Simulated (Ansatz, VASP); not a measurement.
# InH: VASP beside Ansatz, part 2 of 2

Wanted: the spread between two codes on one cell, functional and k mesh. The cell is generated by rule, not measured, and may not be a known phase. The cell is taken from a series of runs on this material, whose earlier steps may have relaxed, scaled, displaced or heated it; both programs get it as it stands.

VASP 6.6.1 and Ansatz 0.2.0.

So far: The structure; Ansatz: zone-centre phonons, PBE.

## (3) VASP: zone-centre phonons, PBE

Level of this step: PBE; plane waves and PAW (In_d, H); invented cell (VASP).

The same cell, functional, mesh and smearing now go to VASP, with its own data sets.

Lines of VASP's logs that name or quote its potential files are left out, and so is its time.

File INCAR:

```
SYSTEM = InH
PREC = Accurate
ENCUT = 500
EDIFF = 1E-08
NELM = 120
ISMEAR = 1
SIGMA = 0.15
LREAL = .FALSE.
ALGO = Normal
GGA = PE
NBANDS = 20
LORBIT = 11
LWAVE = .FALSE.
LCHARG = .FALSE.
ISIF = 2
IBRION = 8
LASPH = .TRUE.
GGA_COMPAT = .FALSE.
KPAR = 2
```

File POSCAR:

```
InH
1.0
    3.7036405041      0.0000000000      0.0000000000
   -1.8518202520      3.2074467631      0.0000000000
    0.0000000000      0.0000000000      5.7555768742
In H
2 2
Direct
    0.3333333333      0.6666666667      0.2672820905
    0.6666666667      0.3333333333      0.7327179095
    0.6666666667      0.3333333333      0.1342530057
    0.3333333333      0.6666666667      0.8657469943
```

File KPOINTS:

```
Automatic mesh
0
Gamma
12 12 6
0 0 0
```

PAW data sets: In_d and H (PBE family, release 64).

Run with:

```bash
mpirun -np 2 vasp_std
```

Numbers of over 12 decimals in the logs are rounded to 6 here.

Output:

```text
[banner, memory and clock lines left out]
running    2 mpi-ranks, on    1 nodes
 distrk:  each k-point on    1 cores,    2 groups
 distr:  one band on    1 cores,    1 groups

 POSCAR found type information on POSCAR InH
 POSCAR found :  2 types and       4 ions
 LDA part: xc-table for (Slater+PW92), standard interpolation
 POSCAR, INCAR and KPOINTS ok, starting setup
 FFT: planning ... GRIDC
 FFT: planning ... GRID_SOFT
 FFT: planning ... GRID
 WAVECAR not read
 entering main loop
       N       E                     dE             d eps       ncg     rms          rms(c)
DAV:   1     0.215897959765E+03    0.21590E+03   -0.13658E+04  4004   0.174E+03
DAV:   2     0.585078588907E+01   -0.21005E+03   -0.20583E+03  4032   0.377E+02
DAV:   3    -0.104740459190E+02   -0.16325E+02   -0.16123E+02  4772   0.123E+02
DAV:   4    -0.109888961661E+02   -0.51485E+00   -0.51396E+00  4584   0.240E+01
DAV:   5    -0.110170825439E+02   -0.28186E-01   -0.28185E-01  5908   0.475E+00    0.479E+00
DAV:   6    -0.105176328286E+02    0.49945E+00   -0.56292E-01  5176   0.770E+00    0.222E+00
DAV:   7    -0.104359480791E+02    0.81685E-01   -0.48341E-01  5352   0.392E+00    0.740E-01
DAV:   8    -0.104376634953E+02   -0.17154E-02   -0.34567E-02  4432   0.152E+00    0.323E-01
DAV:   9    -0.104385115250E+02   -0.84803E-03   -0.21462E-03  5560   0.387E-01    0.204E-01
DAV:  10    -0.104388770719E+02   -0.36555E-03   -0.35483E-04  4660   0.114E-01    0.359E-02
DAV:  11    -0.104389047127E+02   -0.27641E-04   -0.55187E-05  4480   0.475E-02    0.195E-02
DAV:  12    -0.104389099579E+02   -0.52452E-05   -0.94429E-06  4632   0.238E-02    0.646E-03
DAV:  13    -0.104389106894E+02   -0.73148E-06   -0.18386E-06  4552   0.796E-03    0.147E-03
DAV:  14    -0.104389108444E+02   -0.15505E-06   -0.14710E-07  5300   0.360E-03    0.552E-04
DAV:  15    -0.104389107979E+02    0.46530E-07   -0.14825E-08  3392   0.750E-04    0.266E-04
DAV:  16    -0.104389108013E+02   -0.34397E-08   -0.10951E-09  2168   0.350E-04
   1 F= -.10438911E+02 E0= -.10439407E+02  d E =0.148996E-02
 Linear response reoptimize wavefunctions to high precision
DAV:   1    -0.104389108082E+02   -0.68694E-08   -0.36108E-10  2436   0.233E-04
DAV:   2    -0.104389108082E+02   -0.86402E-11   -0.13537E-10  2052   0.134E-04
 Linear response DOF=           4
 Linear response progress:
  Degree of freedom:   1/  4
       N       E                     dE             d eps       ncg     rms          rms(c)
RMM:   1    -0.230352584454E+00   -0.23035E+00   -0.16424E-01 23794   0.424E+00
RMM:   2    -0.232983353211E+00   -0.26308E-02   -0.12248E-02 29231   0.951E-01    0.644E-02
RMM:   3    -0.232885593868E+00    0.97759E-04   -0.15181E-03 30586   0.293E-01    0.246E-02
RMM:   4    -0.232681856368E+00    0.20374E-03   -0.10802E-04 31210   0.949E-02    0.193E-02
RMM:   5    -0.232611087886E+00    0.70768E-04   -0.19124E-05 31291   0.351E-02    0.758E-03
RMM:   6    -0.232550369244E+00    0.60719E-04   -0.29526E-06 31074   0.142E-02    0.216E-03
RMM:   7    -0.232536953006E+00    0.13416E-04   -0.48159E-07 33589   0.544E-03    0.804E-04
RMM:   8    -0.232534082756E+00    0.28703E-05   -0.27604E-07 32977   0.226E-03    0.120E-03
RMM:   9    -0.232540507111E+00   -0.64244E-05    0.25015E-07 33505   0.106E-03    0.278E-04
RMM:  10    -0.232542263570E+00   -0.17565E-05   -0.40279E-09 34015   0.542E-04    0.485E-04
RMM:  11    -0.232539600908E+00    0.26627E-05    0.12184E-07 33812   0.284E-04    0.163E-04
RMM:  12    -0.232537996738E+00    0.16042E-05    0.28489E-08 33780   0.176E-04    0.273E-04
RMM:  13    -0.232539202448E+00   -0.12057E-05    0.42550E-08 33479   0.101E-04    0.515E-05
RMM:  14    -0.232539324614E+00   -0.12217E-06    0.20011E-08 34769   0.494E-05    0.296E-05
RMM:  15    -0.232539307620E+00    0.16994E-07    0.21096E-08 33690   0.279E-05    0.648E-06
RMM:  16    -0.232539341781E+00   -0.34161E-07    0.13058E-08 34746   0.162E-05    0.669E-06
RMM:  17    -0.232539317474E+00    0.24307E-07    0.62349E-09 32558   0.961E-06    0.199E-06
RMM:  18    -0.232539311985E+00    0.54884E-08    0.39336E-09 24215   0.566E-06    0.538E-07
 first order change of Fermi-energy   0.98657E-06
 force on displaced ion       1 direction 1 :  -0.543  -0.001   0.000
 Linear response progress:
  Degree of freedom:   2/  4
       N       E                     dE             d eps       ncg     rms          rms(c)
RMM:   1    -0.243305934522E+00   -0.24331E+00   -0.15314E-01  5370   0.438E+00
RMM:   2    -0.245676156939E+00   -0.23702E-02   -0.17540E-02  6689   0.111E+00    0.908E-02
RMM:   3    -0.245728089137E+00   -0.51932E-04   -0.22969E-03  6989   0.364E-01    0.299E-02
RMM:   4    -0.245562752102E+00    0.16534E-03   -0.22885E-04  7159   0.127E-01    0.262E-02
RMM:   5    -0.245537286051E+00    0.25466E-04   -0.30548E-05  6655   0.470E-02    0.161E-02
RMM:   6    -0.245495013987E+00    0.42272E-04   -0.53146E-06  6986   0.245E-02    0.245E-03
RMM:   7    -0.245489915189E+00    0.50988E-05   -0.17200E-06  7268   0.838E-03    0.176E-03
RMM:   8    -0.245485872510E+00    0.40427E-05   -0.55702E-07  6716   0.391E-03    0.111E-03
RMM:   9    -0.245486330693E+00   -0.45818E-06   -0.43885E-07  7096   0.217E-03    0.656E-04
RMM:  10    -0.245486355432E+00   -0.24739E-07   -0.26409E-08  7596   0.929E-04    0.273E-04
RMM:  11    -0.245486420854E+00   -0.65423E-07    0.59384E-08  7087   0.471E-04    0.254E-04
RMM:  12    -0.245486505907E+00   -0.85053E-07    0.78606E-08  7953   0.233E-04    0.107E-04
RMM:  13    -0.245486336918E+00    0.16899E-06    0.30728E-08  7612   0.110E-04    0.128E-04
RMM:  14    -0.245486371176E+00   -0.34258E-07    0.31892E-08  8165   0.523E-05    0.221E-04
RMM:  15    -0.245486320019E+00    0.51157E-07    0.21461E-08  6595   0.304E-05    0.565E-05
RMM:  16    -0.245486335633E+00   -0.15614E-07    0.89461E-09  7984   0.164E-05    0.528E-05
RMM:  17    -0.245486337691E+00   -0.20578E-08    0.73161E-09  6987   0.901E-06    0.425E-05
 first order change of Fermi-energy   0.27353E+00
 force on displaced ion       1 direction 3 :   0.000  -0.000  -1.945
 Linear response progress:
  Degree of freedom:   3/  4
       N       E                     dE             d eps       ncg     rms          rms(c)
RMM:   1    -0.159292939502E-01   -0.15929E-01   -0.42015E-04 29308   0.624E-01
RMM:   2    -0.154397407128E-01    0.48955E-03   -0.88146E-04 25065   0.206E-01    0.748E-02
RMM:   3    -0.157709430206E-01   -0.33120E-03   -0.14893E-04 30335   0.877E-02    0.413E-02
RMM:   4    -0.163641416887E-01   -0.59320E-03   -0.66527E-05 26495   0.463E-02    0.404E-03
RMM:   5    -0.164165637879E-01   -0.52422E-04   -0.52175E-06 31903   0.183E-02    0.380E-03
RMM:   6    -0.164154607604E-01    0.11030E-05   -0.10260E-06 32004   0.579E-03    0.276E-03
RMM:   7    -0.164210228563E-01   -0.55621E-05   -0.18220E-07 33351   0.223E-03    0.215E-03
RMM:   8    -0.164208009180E-01    0.22194E-06   -0.68730E-08 30809   0.123E-03    0.213E-03
RMM:   9    -0.164213319154E-01   -0.53100E-06   -0.14076E-07 31879   0.588E-04    0.388E-04
RMM:  10    -0.164213177389E-01    0.14177E-07   -0.51824E-10 34786   0.189E-04    0.429E-04
RMM:  11    -0.164213040932E-01    0.13646E-07    0.69321E-10 33247   0.655E-05    0.459E-04
RMM:  12    -0.164213663092E-01   -0.62216E-07    0.24568E-09 30892   0.483E-05    0.163E-04
RMM:  13    -0.164213346080E-01    0.31701E-07   -0.15789E-09 30865   0.314E-05    0.161E-04
RMM:  14    -0.164212913776E-01    0.43230E-07    0.23363E-09 31195   0.147E-05    0.155E-04
RMM:  15    -0.164212185999E-01    0.72778E-07   -0.90108E-10 35152   0.275E-05    0.925E-05
RMM:  16    -0.164212138990E-01    0.47009E-08    0.35943E-10 32501   0.742E-06    0.807E-05
 first order change of Fermi-energy   0.58496E-05
 force on displaced ion       3 direction 1 :  -0.819  -0.001   0.000
 Linear response progress:
  Degree of freedom:   4/  4
       N       E                     dE             d eps       ncg     rms          rms(c)
RMM:   1    -0.166560092855E-01   -0.16656E-01   -0.58797E-03  7053   0.624E-01
RMM:   2    -0.158986822341E-01    0.75733E-03   -0.13157E-03  5763   0.259E-01    0.817E-02
RMM:   3    -0.162041104401E-01   -0.30543E-03   -0.18087E-04  6547   0.971E-02    0.431E-02
RMM:   4    -0.167117257089E-01   -0.50762E-03   -0.56511E-05  6187   0.478E-02    0.935E-03
RMM:   5    -0.168594609575E-01   -0.14774E-03   -0.73797E-06  7223   0.209E-02    0.511E-03
RMM:   6    -0.168644161977E-01   -0.49552E-05   -0.15657E-06  6420   0.790E-03    0.497E-03
RMM:   7    -0.168651794725E-01   -0.76327E-06   -0.27296E-07  7565   0.297E-03    0.643E-03
RMM:   8    -0.168772459985E-01   -0.12067E-04   -0.19208E-08  7038   0.116E-03    0.856E-03
RMM:   9    -0.168788744876E-01   -0.16285E-05    0.32872E-09  7033   0.126E-03    0.203E-02
RMM:  10    -0.168784134082E-01    0.46108E-06    0.11639E-10  6002   0.112E-03    0.773E-03
RMM:  11    -0.168780469881E-01    0.36642E-06   -0.44477E-08  7860   0.168E-03    0.102E-02
RMM:  12    -0.168784177344E-01   -0.37075E-06    0.32497E-08  6288   0.778E-04    0.207E-03
RMM:  13    -0.168785138138E-01   -0.96079E-07    0.17680E-07  6996   0.396E-04    0.260E-04
RMM:  14    -0.168784975990E-01    0.16215E-07   -0.94001E-09  7021   0.118E-04    0.622E-04
RMM:  15    -0.168785318528E-01   -0.34254E-07    0.86093E-09  6767   0.579E-05    0.118E-04
RMM:  16    -0.168785348430E-01   -0.29902E-08    0.31571E-09  7463   0.268E-05    0.413E-06
 first order change of Fermi-energy   0.10031E+00
 force on displaced ion       3 direction 3 :   0.000  -0.000  -1.001
 Linear response finished
```

Parts of OUTCAR (step 3):

```text
ion  position               nearest neighbor table
   1  0.333  0.667  0.267-   3 2.27   3 2.27   3 2.27   4 2.31   2 3.43   2 3.43   2 3.43   2 3.75
                             2 3.75   2 3.75
   2  0.667  0.333  0.733-   4 2.27   4 2.27   4 2.27   3 2.31   1 3.43   1 3.43   1 3.43   1 3.75
                             1 3.75   1 3.75
   3  0.667  0.333  0.134-   1 2.27   1 2.27   1 2.27   2 2.31
   4  0.333  0.667  0.866-   2 2.27   2 2.27   2 2.27   1 2.31

  LATTYP: Found a hexagonal cell.
 ALAT       =     3.7036405041
 C/A-ratio  =     1.5540322739

 Subroutine GETGRP returns: Found 12 space group operations
 (whereof 12 operations were pure point group operations)

The static configuration has the point symmetry D_3d.

 Found    100 irreducible k-points:

   k-points           NKPTS =    100   k-points in BZ     NKDIM =    100   number of bands    NBANDS=     20

   dimension x,y,z NGX =    28 NGY =   28 NGZ =   42
   dimension x,y,z NGXF=    56 NGYF=   56 NGZF=   84

   ENCUT  =  500.0 eV  36.75 Ry    6.06 a.u.   6.75  6.75 10.49*2*pi/ulx,y,z

   NELECT =      28.0000    total number of electrons

 k-points in reciprocal lattice and weights: Automatic mesh
   0.00000000  0.00000000  0.00000000       0.001
   0.08333333  0.00000000  0.00000000       0.007
   0.16666667  0.00000000  0.00000000       0.007
   0.25000000  0.00000000  0.00000000       0.007
   0.33333333 -0.00000000  0.00000000       0.007
   0.41666667  0.00000000  0.00000000       0.007
   0.50000000  0.00000000  0.00000000       0.003
   0.08333333  0.08333333  0.00000000       0.007
   0.16666667  0.08333333  0.00000000       0.014
[...]
0.33333333  0.25000000  0.50000000       0.014
   0.33333333  0.33333333  0.50000000       0.002

 average (electrostatic) potential at core
       1 -95.8570       2 -95.8570       3 -31.3451       4 -31.3451

  Total       -0.0339276     -0.0339276     -0.0310231     -0.0000000      0.0000000      0.0000000
  in kB       -0.7950364     -0.7950364     -0.7269741     -0.0000000      0.0000000      0.0000000
  external PRESSURE =      -0.7723490 kB  Pullay stress =       0.0000000 kB

  energy-cutoff  :      500.00
  volume of cell :       68.37
      direct lattice vectors                 reciprocal lattice vectors
     3.703640504  0.000000000  0.000000000     0.270004607  0.155887233  0.000000000
    -1.851820252  3.207446763  0.000000000     0.000000000  0.311774465  0.000000000
     0.000000000  0.000000000  5.755576874     0.000000000  0.000000000  0.173744530

 POSITION                                       TOTAL-FORCE (eV/Angst)
 -----------------------------------------------------------------------------------
     -0.00000      2.13830      1.53836         0.000000     -0.000000      0.002117
      1.85182      1.06915      4.21721        -0.000000      0.000000     -0.002117
      1.85182      1.06915      0.77270        -0.000000      0.000000     -0.000027
     -0.00000      2.13830      4.98287         0.000000     -0.000000      0.000027
 -----------------------------------------------------------------------------------
    total drift:                                0.000000      0.000000      0.000000

 Eigenvectors and eigenvalues of the dynamical matrix
 ----------------------------------------------------

   1 f  =   22.523590 THz   141.519889 2PiTHz  751.306088 cm-1    93.150041 meV
             X         Y         Z           dx          dy          dz
     -0.000000  2.138298  1.538363    -0.000000    0.000000   -0.012592
      1.851820  1.069149  4.217214     0.000000   -0.000000    0.012592
      1.851820  1.069149  0.772703     0.000000   -0.000000    0.706995
     -0.000000  2.138298  4.982873    -0.000000    0.000000   -0.706995

   2 f  =   18.661202 THz   117.251789 2PiTHz  622.470690 cm-1    77.176495 meV
             X         Y         Z           dx          dy          dz
     -0.000000  2.138298  1.538363     0.006304    0.018399    0.000000
      1.851820  1.069149  4.217214    -0.006304   -0.018399   -0.000000
      1.851820  1.069149  0.772703    -0.229117   -0.668676    0.000000
     -0.000000  2.138298  4.982873     0.229117    0.668676    0.000000

   3 f  =   18.661202 THz   117.251789 2PiTHz  622.470690 cm-1    77.176495 meV
             X         Y         Z           dx          dy          dz
     -0.000000  2.138298  1.538363     0.018399   -0.006304    0.000000
      1.851820  1.069149  4.217214    -0.018399    0.006304    0.000000
      1.851820  1.069149  0.772703    -0.668676    0.229117   -0.000000
     -0.000000  2.138298  4.982873     0.668676   -0.229117   -0.000000

   4 f  =    7.261482 THz    45.625239 2PiTHz  242.216977 cm-1    30.031064 meV
             X         Y         Z           dx          dy          dz
     -0.000000  2.138298  1.538363    -0.022010   -0.064240    0.000000
      1.851820  1.069149  4.217214    -0.022010   -0.064240   -0.000000
      1.851820  1.069149  0.772703     0.228133    0.665841    0.000000
     -0.000000  2.138298  4.982873     0.228133    0.665841    0.000000

   5 f  =    7.261482 THz    45.625239 2PiTHz  242.216977 cm-1    30.031064 meV
             X         Y         Z           dx          dy          dz
     -0.000000  2.138298  1.538363     0.064240   -0.022010   -0.000000
      1.851820  1.069149  4.217214     0.064240   -0.022010    0.000000
      1.851820  1.069149  0.772703    -0.665841    0.228133    0.000000
     -0.000000  2.138298  4.982873    -0.665841    0.228133    0.000000

   6 f  =    2.866708 THz    18.012060 2PiTHz   95.623100 cm-1    11.855748 meV
             X         Y         Z           dx          dy          dz
     -0.000000  2.138298  1.538363     0.000000    0.000000    0.706995
      1.851820  1.069149  4.217214     0.000000    0.000000   -0.706995
      1.851820  1.069149  0.772703    -0.000000   -0.000000    0.012592
     -0.000000  2.138298  4.982873    -0.000000   -0.000000   -0.012592

   7 f  =    1.251113 THz     7.860975 2PiTHz   41.732636 cm-1     5.174185 meV
             X         Y         Z           dx          dy          dz
     -0.000000  2.138298  1.538363     0.228917    0.668744    0.000000
      1.851820  1.069149  4.217214    -0.228917   -0.668744   -0.000000
      1.851820  1.069149  0.772703     0.006299    0.018400   -0.000000
     -0.000000  2.138298  4.982873    -0.006299   -0.018400   -0.000000

   8 f  =    1.251113 THz     7.860975 2PiTHz   41.732636 cm-1     5.174185 meV
             X         Y         Z           dx          dy          dz
     -0.000000  2.138298  1.538363     0.668744   -0.228917    0.000000
      1.851820  1.069149  4.217214    -0.668744    0.228917    0.000000
      1.851820  1.069149  0.772703     0.018400   -0.006299    0.000000
     -0.000000  2.138298  4.982873    -0.018400    0.006299    0.000000

   9 f  =    0.073408 THz     0.461234 2PiTHz    2.448619 cm-1     0.303590 meV
             X         Y         Z           dx          dy          dz
     -0.000000  2.138298  1.538363     0.000000   -0.000000   -0.705080
      1.851820  1.069149  4.217214     0.000000   -0.000000   -0.705080
      1.851820  1.069149  0.772703     0.000000   -0.000000   -0.053505
     -0.000000  2.138298  4.982873     0.000000   -0.000000   -0.053505

  10 f/i=    0.022711 THz     0.142696 2PiTHz    0.757551 cm-1     0.093924 meV
             X         Y         Z           dx          dy          dz
     -0.000000  2.138298  1.538363    -0.118647    0.693766   -0.000000
      1.851820  1.069149  4.217214    -0.118647    0.693766   -0.000000
      1.851820  1.069149  0.772703    -0.011447    0.066934   -0.000000
     -0.000000  2.138298  4.982873    -0.011447    0.066934   -0.000000

  11 f/i=    0.022711 THz     0.142696 2PiTHz    0.757551 cm-1     0.093924 meV
             X         Y         Z           dx          dy          dz
     -0.000000  2.138298  1.538363     0.693766    0.118647   -0.000000
      1.851820  1.069149  4.217214     0.693766    0.118647   -0.000000
      1.851820  1.069149  0.772703     0.066934    0.011447   -0.000000
     -0.000000  2.138298  4.982873     0.066934    0.011447   -0.000000

  12 f/i=    4.239203 THz    26.635698 2PiTHz  141.404592 cm-1    17.531927 meV
             X         Y         Z           dx          dy          dz
     -0.000000  2.138298  1.538363    -0.000000   -0.000000   -0.053505
      1.851820  1.069149  4.217214    -0.000000   -0.000000   -0.053505
      1.851820  1.069149  0.772703    -0.000000   -0.000000    0.705080
     -0.000000  2.138298  4.982873    -0.000000   -0.000000    0.705080

 ELASTIC MODULI CONTR FROM IONIC RELAXATION (kBar)
 Direction    XX          YY          ZZ          XY          YZ          ZX
 --------------------------------------------------------------------------------
 XX         -71.1074     -5.9193    -23.6540     -0.0000     -8.8608     -0.0000
 YY          -5.9193    -71.1074    -23.6540     -0.0000      8.8608      0.0000
 ZZ         -23.6540    -23.6540    -17.5608     -0.0000     -0.0000     -0.0000
 XY          -0.0000     -0.0000     -0.0000    -32.5941      0.0000     -7.4966
 YZ          -8.8608      8.8608     -0.0000      0.0000     -7.0207     -0.0000
 ZX          -0.0000      0.0000     -0.0000     -7.4966     -0.0000     -2.3960
 --------------------------------------------------------------------------------
```

## (4) Differences

Known differences besides the potentials themselves: the cutoff is 420 eV in Ansatz and 500 eV in VASP. Total energies have different zeros and are not compared.

The two programs side by side:

| quantity | Ansatz | VASP | difference |
| --- | --- | --- | --- |
| optical mode 1 (imaginary, printed as negative) (cm⁻¹) | -127.8 | -141.4 | +13.6 |
| optical mode 2 to 3 (cm⁻¹) | 41.2 | 41.7 | -0.5 |
| optical mode 4 (cm⁻¹) | 95.4 | 95.6 | -0.24 % |
| optical mode 5 to 6 (cm⁻¹) | 246.1 | 242.2 | +1.62 % |
| optical mode 7 to 8 (cm⁻¹) | 621.1 | 622.5 | -0.22 % |
| optical mode 9 (cm⁻¹) | 749.9 | 751.3 | -0.19 % |

Modes are paired by rising frequency, not by their patterns, so a pair may set unlike modes beside each other; they are those without the splitting of longitudinal modes.

## (5) Outcome

```yaml
r_m_s_difference_of_the_optical_zone_centre_modes_each_program_s_sorted_by_frequency_zone_centre_phonons_pbe: 5.0 cm⁻¹
difference_in_optical_mode_5_to_6_zone_centre_phonons_pbe: +1.6 %
```

In words: The r.m.s. difference of the optical zone-centre modes, each program's sorted by frequency is 5.0 cm⁻¹ (zone-centre phonons, PBE). Among the rows given in per cent, the largest difference of the zone-centre phonons, PBE pair is in optical mode 5 to 6, +1.6 %. What causes the difference of the zone-centre phonons, PBE pair stays open here. Such differences can come from data sets, numerical settings and the points named under the comparisons, not from the functional's error against experiment.

[Lines on the potential files, build, host, timing and source positions are cut from VASP's logs without a mark.]

[Logs are printed without paths, hosts, clocks, repeated set-up lines and the standing remarks that a program may print on its own settings, such as how far it seeks lower states.]

[Hosts, paths, dates, database ids (printed as entryN), source tags and the programs' standing remarks are cut or masked in the printed files.]
